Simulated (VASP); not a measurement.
Set up this calculation in VASP 6.6.1, as the native input.

| Item | Value |
| --- | --- |
| Task | relaxation of the atoms |
| Functional | PBE |
| Potentials or basis | VASP PAW PBE potentials, release 64 (C, Pd) |
| Cutoff | 520 eV |
| k mesh | 2 × 2 × 1 |
| Occupations | gaussian, width 0.02 eV |
| Spin | no spin polarisation |
| Dipole correction | no |
| Further INCAR settings | LREAL = Auto; ALGO = Fast; EDIFF = 1e-06; IBRION = 2; EDIFFG = -0.03; NSW = 80 |

The structure of PdC18 lies in POSCAR:

```
PdC18
1.0
    7.3980000000      0.0000000000      0.0000000000
   -3.6990000000      6.4068560000      0.0000000000
    0.0000000000      0.0000000000     12.0000000000
C Pd
18 1
Direct
    0.0000000000      0.0000000000      0.0833333000
    0.2222222000      0.1111111000      0.0833333000
    0.0000000000      0.3333333000      0.0833333000
    0.2222222000      0.4444444000      0.0833333000
    0.0000000000      0.6666667000      0.0833333000
    0.2222222000      0.7777778000      0.0833333000
    0.3333333000      0.0000000000      0.0833333000
    0.5555556000      0.1111111000      0.0833333000
    0.3333333000      0.3333333000      0.0833333000
    0.5555556000      0.4444444000      0.0833333000
    0.3333333000      0.6666667000      0.0833333000
    0.5555556000      0.7777778000      0.0833333000
    0.6666667000      0.0000000000      0.0833333000
    0.8888889000      0.1111111000      0.0833333000
    0.6666667000      0.3333333000      0.0833333000
    0.8888889000      0.4444444000      0.0833333000
    0.6666667000      0.6666667000      0.0833333000
    0.8888889000      0.7777778000      0.0833333000
    0.5341853000      0.3746907000      0.2625000000
```

The cell was built by a generator and needn't be a form met in nature.

One way to write it, as run:

INCAR

```
ALGO = Fast
EDIFF = 1E-6
EDIFFG = -0.03
ENCUT = 520
GGA = PE
IBRION = 2
ISIF = 2
ISMEAR = 0
LASPH = T
LCHARG = F
LREAL = Auto
LWAVE = F
NELM = 100
NSW = 80
PREC = Accurate
SIGMA = 0.02
```

KPOINTS

```
k-points
0
Gamma
  2 2 1
```

Potentials or basis: VASP PAW PBE potentials, release 64 (C, Pd).

The run is started by

```bash
$ cat potpaw_PBE.64/C/POTCAR potpaw_PBE.64/Pd/POTCAR > POTCAR
$ mpirun -np 1 vasp_std > vasp.out
```

It gave:

| Quantity | Value |
| --- | --- |
| Energy gained by relaxing | 7.9 meV/atom |
| Ionic steps | 78 |
| Largest force after relaxing | 0.027 eV/Å |
| Band gap on the k mesh | 0.08 eV, direct |

Caveat: the k mesh is coarse (spacing up to 0.49 Å⁻¹), so the values aren't converged.

It took 74 min on 1 thread of Intel(R) Xeon(R) 6975P-C (Granite Rapids) (shared host), peak memory 0.67 GiB.
